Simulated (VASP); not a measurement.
# Adsorption sites of N on Rh(100), part 5 of 7

Aim: adsorption energies of N on the high-symmetry sites of Rh(100), at a coverage of 1/4.

VASP 6.6.1, plane waves and PAW; the level of theory is named at each step.

So far. Step 5 (Potential and states of the slab): The vacuum level lies 4.90 eV above the Fermi level at the upper face; both faces agree, as the slab has next to no dipole. Step 6 (Relaxing the adsorbate, site ontop): The run ended after 33 ionic steps, 0.775 eV below its first step, once the forces on the free atoms met EDIFFG = -0.03.

## (7) Potential and states with the adsorbate, site ontop

Level of this step: RPBE, no spin polarisation; plane waves and PAW (Rh, N) (VASP).

A static run like the clean slab's shows how the vacuum level shifts, by charge transfer, by any dipole of the adsorbate and by the slab's own rearrangement.

Contents of INCAR:

```
SYSTEM = Rh16N
PREC = Normal
ENCUT = 440
EDIFF = 1E-06
NELM = 120
ISMEAR = 1
SIGMA = 0.15
LREAL = Auto
ALGO = Fast
GGA = RP
NBANDS = 92
LASPH = .TRUE.
LORBIT = 11
LWAVE = .FALSE.
LCHARG = .FALSE.
KPAR = 2
NCORE = 2
IDIPOL = 3
LDIPOL = .TRUE.
DIPOL = 0.5 0.5 0.513
LVHAR = .TRUE.
LVACPOTAV = .TRUE.
NEDOS = 1500
```

Contents of POSCAR:

```
Rh16N
1.0
    5.4415035991      0.0000000000      0.0000000000
    0.0000000000      5.4415035991      0.0000000000
    0.0000000000      0.0000000000     20.7715861422
Rh N
16 1
Selective dynamics
Direct
    0.2500000000      0.2500000000      0.3610701600  F F F
    0.7500000000      0.2500000000      0.3610701600  F F F
    0.2500000000      0.7500000000      0.3610701600  F F F
    0.7500000000      0.7500000000      0.3610701600  F F F
    0.0000000000      0.0000000000      0.4536900500  F F F
    0.5000000000      0.0000000000      0.4536900500  F F F
    0.0000000000      0.5000000000      0.4536900500  F F F
    0.5000000000      0.5000000000      0.4536900500  F F F
    0.2472324355      0.2472324355      0.5463462394  T T T
    0.7527675645      0.2472324355      0.5463462394  T T T
    0.2472324355      0.7527675645      0.5463462394  T T T
    0.7527675645      0.7527675645      0.5463462394  T T T
    0.0000000000      0.0000000000      0.6480308781  T T T
    0.5000000000      0.0000000000      0.6347144189  T T T
    0.0000000000      0.5000000000      0.6347144189  T T T
    0.5000000000      0.5000000000      0.6336012704  T T T
    0.0000000000      0.0000000000      0.7278402616  T T T
```

Contents of KPOINTS:

```
Automatic mesh
0
Gamma
4 4 1
0 0 0
```

The projector-augmented-wave data sets are Rh and N (PBE family, release 64).

Command:

```console
mpirun -np 4 vasp_std
```

The program printed:

```text
[... set-up lines as in an earlier step ...]
 entering main loop
       N       E                     dE             d eps       ncg     rms          rms(c)
DAV:   1     0.876942597253E+03    0.87694E+03   -0.61019E+04  1104   0.122E+03
DAV:   2    -0.482015155820E+02   -0.92514E+03   -0.87014E+03  1224   0.281E+02
DAV:   3    -0.109416900564E+03   -0.61215E+02   -0.55168E+02  1544   0.628E+01
DAV:   4    -0.113078947978E+03   -0.36620E+01   -0.34412E+01  1460   0.140E+01
DAV:   5    -0.113231922327E+03   -0.15297E+00   -0.15078E+00  1552   0.297E+00    0.387E+01
RMM:   6    -0.110024614118E+03    0.32073E+01   -0.39261E+01  1117   0.194E+01    0.208E+01
RMM:   7    -0.121478755093E+03   -0.11454E+02   -0.31640E+01  1205   0.140E+01    0.352E+01
RMM:   8    -0.148564034955E+03   -0.27085E+02   -0.36102E+01  1338   0.133E+01    0.497E+01
RMM:   9    -0.109518157519E+03    0.39046E+02   -0.11304E+01  1181   0.819E+00    0.200E+01
RMM:  10    -0.106272354403E+03    0.32458E+01   -0.10339E+01  1142   0.972E+00    0.121E+01
RMM:  11    -0.105257441700E+03    0.10149E+01   -0.29642E+00  1149   0.484E+00    0.565E+00
RMM:  12    -0.104996881439E+03    0.26056E+00   -0.10376E+00  1254   0.241E+00    0.496E+00
RMM:  13    -0.104879537667E+03    0.11734E+00   -0.21401E-01  1233   0.118E+00    0.318E+00
RMM:  14    -0.104847847980E+03    0.31690E-01   -0.85657E-02  1250   0.712E-01    0.242E+00
RMM:  15    -0.104865340746E+03   -0.17493E-01   -0.99486E-02  1250   0.929E-01    0.229E+00
RMM:  16    -0.104822162477E+03    0.43178E-01   -0.49390E-02  1186   0.684E-01    0.105E+00
RMM:  17    -0.104813607883E+03    0.85546E-02   -0.12640E-02  1220   0.283E-01    0.641E-01
RMM:  18    -0.104815586210E+03   -0.19783E-02   -0.96238E-03  1225   0.257E-01    0.781E-01
RMM:  19    -0.104808999147E+03    0.65871E-02   -0.47302E-03  1191   0.195E-01    0.357E-01
RMM:  20    -0.104807634386E+03    0.13648E-02   -0.34818E-03  1233   0.138E-01    0.216E-01
RMM:  21    -0.104807348044E+03    0.28634E-03   -0.12225E-03  1268   0.880E-02    0.183E-01
RMM:  22    -0.104807034576E+03    0.31347E-03   -0.40461E-04  1302   0.459E-02    0.753E-02
RMM:  23    -0.104807136862E+03   -0.10229E-03   -0.20766E-04  1284   0.347E-02    0.562E-02
RMM:  24    -0.104807276681E+03   -0.13982E-03   -0.84573E-05  1389   0.184E-02    0.533E-02
RMM:  25    -0.104807437857E+03   -0.16118E-03   -0.72108E-05  1271   0.153E-02    0.411E-02
RMM:  26    -0.104807490619E+03   -0.52762E-04   -0.10836E-05  1124   0.754E-03    0.219E-02
RMM:  27    -0.104807558181E+03   -0.67562E-04   -0.25201E-05  1223   0.805E-03    0.133E-02
RMM:  28    -0.104807599500E+03   -0.41319E-04   -0.26840E-06   743   0.399E-03    0.633E-03
RMM:  29    -0.104807641157E+03   -0.41657E-04   -0.20027E-06   703   0.279E-03    0.566E-03
RMM:  30    -0.104807671751E+03   -0.30594E-04   -0.16412E-06   672   0.255E-03    0.228E-03
RMM:  31    -0.104807683341E+03   -0.11590E-04   -0.72249E-07   565   0.151E-03    0.199E-03
RMM:  32    -0.104807685928E+03   -0.25869E-05   -0.20920E-07   358   0.960E-04    0.109E-03
RMM:  33    -0.104807686836E+03   -0.90855E-06   -0.96677E-08   286   0.835E-04
 [... a notice as in an earlier step ...]

   1 F= -.10480769E+03 E0= -.10480692E+03  d E =-.230535E-02
```

The job ended after 54 s (4 MPI ranks of Intel Xeon 6975P-C (Granite Rapids), shared host; peak memory 1 GiB; 3.5 min of CPU time).

OUTCAR, selected parts (step 7):

```text
   NELECT =     149.0000    total number of electrons

 dipolmoment           0.000000      0.000000      0.105311 electrons x Angstroem

 E-fermi :   1.0464

 k-point     1 :       0.0000    0.0000    0.0000
  band No.  band energies     occupation
    ...
     66       0.8267      2.05835
     67       0.8267      2.05835
     68       0.8751      2.06857
     69       1.0356      1.12174
     70       1.0356      1.12174
     71       1.1403      0.13736
     72       1.2465     -0.06779
     73       1.3818     -0.00695
     74       1.3818     -0.00695
     75       1.3882     -0.00588
    ...

  Total       -9.2586739     -9.2586739     -3.7024388      0.0000000      0.0000000      0.0000000
  in kB      -24.1185873    -24.1185873     -9.6447498      0.0000000      0.0000000      0.0000000
  external PRESSURE =     -19.2939748 kB  Pullay stress =       0.0000000 kB

 POSITION                                       TOTAL-FORCE (eV/Angst)
 -----------------------------------------------------------------------------------
      1.36038      1.36038      7.50000         0.008866      0.008866      0.472545
      4.08113      1.36038      7.50000        -0.008866      0.008866      0.472545
      1.36038      4.08113      7.50000         0.008866     -0.008866      0.472545
      4.08113      4.08113      7.50000        -0.008866     -0.008866      0.472545
      0.00000      0.00000      9.42386         0.000000      0.000000     -0.438083
      2.72075      0.00000      9.42386         0.000000      0.000000     -0.407198
      0.00000      2.72075      9.42386        -0.000000      0.000000     -0.407198
      2.72075      2.72075      9.42386         0.000000      0.000000     -0.727378
      1.34532      1.34532     11.34848         0.008987      0.008987      0.013066
      4.09619      1.34532     11.34848        -0.008987      0.008987      0.013066
      1.34532      4.09619     11.34848         0.008987     -0.008987      0.013066
      4.09619      4.09619     11.34848        -0.008987     -0.008987      0.013066
      0.00000      0.00000     13.46063         0.000000      0.000000      0.020761
      2.72075      0.00000     13.18403         0.000000      0.000000      0.018204
      0.00000      2.72075     13.18403         0.000000      0.000000      0.018204
      2.72075      2.72075     13.16090         0.000000      0.000000     -0.015592
      0.00000      0.00000     15.11840        -0.000000      0.000000     -0.004167
 -----------------------------------------------------------------------------------
    total drift:                                0.000000      0.000000     -0.013741

  FREE ENERGIE OF THE ION-ELECTRON SYSTEM (eV)
  ---------------------------------------------------
  free  energy   TOTEN  =      -104.8076868363 eV

  energy  without entropy=     -104.8053814830  energy(sigma->0) =     -104.80691839

 vacuum level on the upper side and lower side of the slab         6.569         5.924

[... 8 parts as in an earlier step ...]

[... 9 further parts left out ...]
```

Numbers from this step:

```yaml
electronic_cycles: 33
dipole_moment: 0, 0, 0.1053 e·Å
vacuum_levels: 6.569, 5.924 eV
work_functions_of_the_upper_and_lower_face: 5.523, 4.878 eV
```

Zero at the Fermi level. Planar average of the electrostatic potential against height:

| height (Å) | planar average of the electrostatic potential (eV) |
| --- | --- |
| 0.0 | 5.43 |
| 0.5 | 4.90 |
| 1.0 | 4.88 |
| 1.5 | 4.88 |
| 2.0 | 4.88 |
| 2.5 | 4.88 |
| 3.0 | 4.88 |
| 3.5 | 4.88 |
| 4.0 | 4.87 |
| 4.5 | 4.86 |
| 5.0 | 4.80 |
| 5.5 | 4.60 |
| 6.0 | 3.87 |
| 6.5 | 0.966 |
| 7.0 | -10.5 |
| 7.5 | -17.5 |
| 8.0 | -10.9 |
| 8.5 | -3.06 |
| 9.0 | -13.0 |
| 9.5 | -17.7 |
| 10.0 | -9.59 |
| 10.5 | -3.95 |
| 11.0 | -14.6 |
| 11.5 | -17.3 |
| 12.0 | -7.91 |
| 12.5 | -5.86 |
| 13.0 | -15.6 |
| 13.5 | -15.3 |
| 14.0 | -4.42 |
| 14.5 | 2.36 |
| 15.0 | 2.14 |
| 15.5 | 3.46 |
| 16.0 | 5.17 |
| 16.5 | 5.46 |
| 17.0 | 5.51 |
| 17.5 | 5.52 |
| 18.0 | 5.52 |
| 18.5 | 5.52 |
| 19.0 | 5.52 |
| 19.5 | 5.52 |
| 20.0 | 5.52 |
| 20.5 | 5.52 |

Density of states in the PAW spheres, an atom over height of the layer and energy from the Fermi level.

Values in states/eV, 22 rows by 6 columns, each cell a mean:
```
1.70 1.96 1.96 1.60 1.35 0.80
2.11 1.46 1.48 2.07 0.82 0.25
2.40 1.45 1.14 2.19 0.72 0.19
1.83 1.21 1.40 2.35 0.64 0.15
1.88 1.40 1.10 1.42 0.65 0.22
2.60 1.45 1.37 2.46 1.25 0.32
1.51 0.93 1.01 1.69 0.70 0.24
1.97 1.93 1.90 1.70 0.69 0.16
1.32 1.82 2.01 1.40 1.61 0.16
1.18 1.30 1.54 1.08 1.40 0.28
1.37 1.45 1.35 1.20 1.18 0.26
1.20 1.37 1.22 1.12 0.77 0.19
1.08 1.70 1.50 1.22 1.59 0.38
0.74 1.99 1.80 0.82 1.67 0.67
0.39 1.58 1.82 0.67 2.47 0.75
0.17 0.84 1.23 0.45 4.52 1.42
0.03 0.15 0.25 0.07 0.40 0.13
0.03 0.09 0.10 0.03 0.03 0.00
0.02 0.09 0.10 0.03 0.03 0.00
0.01 0.02 0.02 0.01 0.01 0.00
0.00 0.00 0.00 0.00 0.00 0.00
0.00 0.00 0.00 0.00 0.00 0.00
```
Columns: height of the layer (Å) from 7.5 to 15.1 (not evenly spaced); rows upwards: energy from the Fermi level (eV) from -7.9 to 0.5.

Force by atom:

| atom | x (eV/Å) | y (eV/Å) | z (eV/Å) | size |
| --- | --- | --- | --- | --- |
| Rh1 | 0.009 | 0.009 | 0.473 | 0.473 |
| Rh2 | -0.009 | 0.009 | 0.473 | 0.473 |
| Rh3 | 0.009 | -0.009 | 0.473 | 0.473 |
| Rh4 | -0.009 | -0.009 | 0.473 | 0.473 |
| Rh5 | 0.000 | 0.000 | -0.438 | 0.438 |
| Rh6 | 0.000 | 0.000 | -0.407 | 0.407 |
| Rh7 | 0.000 | 0.000 | -0.407 | 0.407 |
| Rh8 | 0.000 | 0.000 | -0.727 | 0.727 |
| Rh9 | 0.009 | 0.009 | 0.013 | 0.018 |
| Rh10 | -0.009 | 0.009 | 0.013 | 0.018 |
| Rh11 | 0.009 | -0.009 | 0.013 | 0.018 |
| Rh12 | -0.009 | -0.009 | 0.013 | 0.018 |
| Rh13 | 0.000 | 0.000 | 0.021 | 0.021 |
| Rh14 | 0.000 | 0.000 | 0.018 | 0.018 |
| Rh15 | 0.000 | 0.000 | 0.018 | 0.018 |
| Rh16 | 0.000 | 0.000 | -0.016 | 0.016 |
| N17 | 0.000 | 0.000 | -0.004 | 0.004 |

The map of layer states is cut here 0.5 eV above the Fermi level, so it leaves out the states above that.

At the end the adsorbate's closest contact with the slab is N-Rh at 1.66 Å, nearly straight above the slab's atom, and its lowest atom lies 1.66 Å above the highest atom of the slab.

The vacuum level lies 5.52 eV above the Fermi level at the upper face; the two faces differ by 0.64 eV, the step that the slab's dipole of 0.105 e·Å makes.

VASP counts the dipole in electrons times Å, so a positive number points the physical dipole along −c.

The program found no field-free point at its default tolerance, but its printed level agrees with the flat part of the planar average.

On this mesh the fine structure of the density of states is sampling noise, and high empty states may be cut by the number of bands.

## (8) Relaxing the adsorbate, site hollow

Contents of INCAR:

```
SYSTEM = Rh16N
PREC = Normal
ENCUT = 440
EDIFF = 1E-05
NELM = 120
ISMEAR = 1
SIGMA = 0.15
LREAL = Auto
ALGO = Fast
GGA = RP
NBANDS = 92
LASPH = .TRUE.
LORBIT = 11
LWAVE = .FALSE.
LCHARG = .FALSE.
KPAR = 2
NCORE = 2
IBRION = 2
NSW = 50
ISIF = 2
EDIFFG = -0.03
POTIM = 0.4
MAXMIX = 40
IDIPOL = 3
LDIPOL = .TRUE.
DIPOL = 0.5 0.5 0.51
```

Contents of POSCAR:

```
Rh16N
1.0
    5.4415035991      0.0000000000      0.0000000000
    0.0000000000      5.4415035991      0.0000000000
    0.0000000000      0.0000000000     20.7715861422
Rh N
16 1
Selective dynamics
Direct
    0.2500000000      0.2500000000      0.3610701600  F F F
    0.7500000000      0.2500000000      0.3610701600  F F F
    0.2500000000      0.7500000000      0.3610701600  F F F
    0.7500000000      0.7500000000      0.3610701600  F F F
    0.0000000000      0.0000000000      0.4536900500  F F F
    0.5000000000      0.0000000000      0.4536900500  F F F
    0.0000000000      0.5000000000      0.4536900500  F F F
    0.5000000000      0.5000000000      0.4536900500  F F F
    0.2500000000      0.2500000000      0.5463579400  T T T
    0.7500000000      0.2500000000      0.5463579400  T T T
    0.2500000000      0.7500000000      0.5463579400  T T T
    0.7500000000      0.7500000000      0.5463579400  T T T
    0.0000000000      0.0000000000      0.6355158700  T T T
    0.5000000000      0.0000000000      0.6355158700  T T T
    0.0000000000      0.5000000000      0.6355158700  T T T
    0.5000000000      0.5000000000      0.6355158700  T T T
    0.2500000000      0.2500000000      0.6908799600  T T T
```

KPOINTS is that of step 7.

Command:

```console
mpirun -np 4 vasp_std
```

The program printed:

```text
[... set-up lines as in an earlier step ...]
 entering main loop
       N       E                     dE             d eps       ncg     rms          rms(c)
DAV:   1     0.882344037412E+03    0.88234E+03   -0.61063E+04  1104   0.122E+03
DAV:   2    -0.496106595800E+02   -0.93195E+03   -0.87453E+03  1224   0.282E+02
DAV:   3    -0.110204097270E+03   -0.60593E+02   -0.54774E+02  1560   0.631E+01
DAV:   4    -0.113792991078E+03   -0.35889E+01   -0.33728E+01  1432   0.140E+01
[...]
RMM:  29    -0.105765733723E+03   -0.37375E-04   -0.29710E-06   455   0.342E-03    0.428E-03
RMM:  30    -0.105765743875E+03   -0.10153E-04   -0.94100E-07   263   0.241E-03    0.183E-03
RMM:  31    -0.105765749804E+03   -0.59287E-05   -0.66221E-07   241   0.233E-03
   1 F= -.10576575E+03 E0= -.10575828E+03  d E =-.105766E+03
[... from here on, the cycles between the ionic steps are left out ...]
   2 F= -.10624895E+03 E0= -.10624190E+03  d E =-.483195E+00
   3 F= -.10638230E+03 E0= -.10637530E+03  d E =-.616552E+00
   4 F= -.10645976E+03 E0= -.10645461E+03  d E =-.774572E-01
   5 F= -.10650342E+03 E0= -.10649983E+03  d E =-.121121E+00
   6 F= -.10650547E+03 E0= -.10650197E+03  d E =-.123170E+00
   7 F= -.10651092E+03 E0= -.10650745E+03  d E =-.544406E-02
   8 F= -.10651181E+03 E0= -.10650835E+03  d E =-.634152E-02
   9 F= -.10651190E+03 E0= -.10650844E+03  d E =-.642635E-02
  10 F= -.10651435E+03 E0= -.10651069E+03  d E =-.244833E-02
  11 F= -.10651483E+03 E0= -.10651108E+03  d E =-.293358E-02
  12 F= -.10651500E+03 E0= -.10651105E+03  d E =-.310203E-02
  13 F= -.10651642E+03 E0= -.10651229E+03  d E =-.142408E-02
  14 F= -.10651693E+03 E0= -.10651267E+03  d E =-.192793E-02
  15 F= -.10651689E+03 E0= -.10651237E+03  d E =-.188567E-02
  16 F= -.10651708E+03 E0= -.10651275E+03  d E =-.208246E-02
  17 F= -.10651710E+03 E0= -.10651273E+03  d E =-.209607E-02
  18 F= -.10651709E+03 E0= -.10651274E+03  d E =-.209034E-02
  19 F= -.10651739E+03 E0= -.10651315E+03  d E =-.296514E-03
 trial-energy change:   -0.000297  1 .order   -0.000298   -0.000378   -0.000218
 step:   2.9325(harm=  2.9325)  dis= 0.00568  next Energy=  -106.517536 (dE=-0.445E-03)
 reached required accuracy - stopping structural energy minimisation
```

The job ended after 3.9 min (4 MPI ranks; peak memory 1.1 GiB; 16 min of CPU time).

OUTCAR, selected parts (step 8):

```text
  Total      -11.1219683    -11.1219683     -3.4885740     -0.0000000     -0.0000000      0.0000000
  in kB      -28.9724174    -28.9724174     -9.0876380     -0.0000000     -0.0000000      0.0000000
  external PRESSURE =     -22.3441576 kB  Pullay stress =       0.0000000 kB

 POSITION                                       TOTAL-FORCE (eV/Angst)
 -----------------------------------------------------------------------------------
      1.36038      1.36038      7.50000         0.000000      0.000000      0.379366
      4.08113      1.36038      7.50000        -0.000000      0.000000      0.449078
      1.36038      4.08113      7.50000         0.000000      0.000000      0.449078
      4.08113      4.08113      7.50000         0.000000      0.000000      0.394380
      0.00000      0.00000      9.42386        -0.118766     -0.118766     -0.414542
      2.72075      0.00000      9.42386         0.118766     -0.118766     -0.414542
      0.00000      2.72075      9.42386        -0.118766      0.118766     -0.414542
      2.72075      2.72075      9.42386         0.118766      0.118766     -0.414542
      1.36038      1.36038     11.26436         0.000000      0.000000     -0.026495
      4.08113      1.36038     11.32024        -0.000000      0.000000      0.007159
      1.36038      4.08113     11.32024         0.000000      0.000000      0.007159
      4.08113      4.08113     11.36694        -0.000000      0.000000      0.003178
      0.00915      0.00915     13.26757         0.012949      0.012949     -0.006602
      2.71160      0.00915     13.26757        -0.012949      0.012949     -0.006602
[...]
-----------------------------------------------------------------------------------
    total drift:                                0.000000      0.000000     -0.022918

  FREE ENERGIE OF THE ION-ELECTRON SYSTEM (eV)
  ---------------------------------------------------
  free  energy   TOTEN  =      -106.5173870983 eV

  energy  without entropy=     -106.5046633398  energy(sigma->0) =     -106.51314585

[... 3 parts as in an earlier step ...]

[... 1 further part left out ...]
[key lines of the parts left out:]
E-fermi :   1.0966
```

The steps of the relaxation:

```
step  energy less that of the first step (eV)  largest force (eV/Å)
   1                                   0.0000                2.7280
   2                                  -0.4832                1.8129
   3                                  -0.6166                0.7873
   4                                  -0.6940                0.5376
   5                                  -0.7377                0.2767
   6                                  -0.7397                0.2239
   7                                  -0.7452                0.0830
   8                                  -0.7461                0.0814
   9                                  -0.7461                0.0910
  10                                  -0.7486                0.0920
  11                                  -0.7491                0.0968
  12                                  -0.7493                0.1036
  13                                  -0.7507                0.0817
  14                                  -0.7512                0.0573
  15                                  -0.7511                0.0502
  16                                  -0.7513                0.0398
  17                                  -0.7513                0.0354
  18                                  -0.7513                0.0381
  19                                  -0.7516                0.0265
```

The atoms that moved most (Å):

| atom | dx | dy | dz | length |
| --- | --- | --- | --- | --- |
| N17 | 0.000 | 0.000 | -0.381 | 0.381 |
| Rh9 | 0.000 | 0.000 | -0.084 | 0.084 |
| Rh16 | -0.009 | -0.009 | 0.067 | 0.068 |
| Rh15 | 0.009 | -0.009 | 0.067 | 0.068 |
| Rh14 | -0.009 | 0.009 | 0.067 | 0.068 |
| Rh13 | 0.009 | 0.009 | 0.067 | 0.068 |
| Rh11 | 0.000 | 0.000 | -0.028 | 0.028 |
| Rh10 | 0.000 | 0.000 | -0.028 | 0.028 |

Final coordinates:

```
Rh N
1.0
     5.44150    0.00000    0.00000
     0.00000    5.44150    0.00000
     0.00000    0.00000   20.77159
Rh N
16 1
Direct
  0.25000 0.25000 0.36107
  0.75000 0.25000 0.36107
  0.25000 0.75000 0.36107
  0.75000 0.75000 0.36107
  0.00000 0.00000 0.45369
  0.50000 0.00000 0.45369
  0.00000 0.50000 0.45369
  0.50000 0.50000 0.45369
  0.25000 0.25000 0.54230
  0.75000 0.25000 0.54499
  0.25000 0.75000 0.54499
  0.75000 0.75000 0.54724
  0.00168 0.00168 0.63874
  0.49832 0.00168 0.63874
  0.00168 0.49832 0.63874
  0.49832 0.49832 0.63874
  0.25000 0.25000 0.67254
```

The run ended after 19 ionic steps, 0.752 eV below its first step, once the forces on the free atoms met EDIFFG = -0.03.

(Part 5 of 7 ends here.)

[Lines on the potential files, build, host, timing and source positions are cut from VASP's logs without a mark.]

[Logs are printed without paths, hosts, clocks, repeated set-up lines and the standing remarks that a program may print on its own settings, such as how far it seeks lower states.]

[Hosts, paths, dates, database ids (printed as entryN), source tags and the programs' standing remarks are cut or masked in the printed files.]

[Runs that stopped without an error message from VASP are left out.]
